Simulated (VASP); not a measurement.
Energy against volume of MgS (rock salt). Method: HSE06 screened hybrid, VASP's PBE PAW potentials (set 64) (plane waves; VASP). Run with 520 eV cut-off, 6×6×6 Γ-centred mesh, Gaussian smearing of 0.050 eV, potentials Mg S.

| V (Å³/atom) | E (eV/atom) |
|---|---|
| 16.739 | -4.94588 |
| 17.274 | -4.95336 |
| 17.808 | -4.95211 |
| 18.342 | -4.94340 |

### Question
Fit these four points and predict the energy of the run at 16.205 Å³/atom.

### Answer
A cubic in V^(−2/3), the third-order Birch-Murnaghan form, passes through the four points with V0 = 17.46 Å³/atom and B0 = 81 GPa, and gives -4.9282 eV/atom there. The run gave -4.9282 eV/atom, +0.1 meV/atom from the fit; all five points give B0 = 81 GPa.

The compound is MgS in the rock salt structure. It was relaxed first. The cell's shape comes from a PBE relaxation.
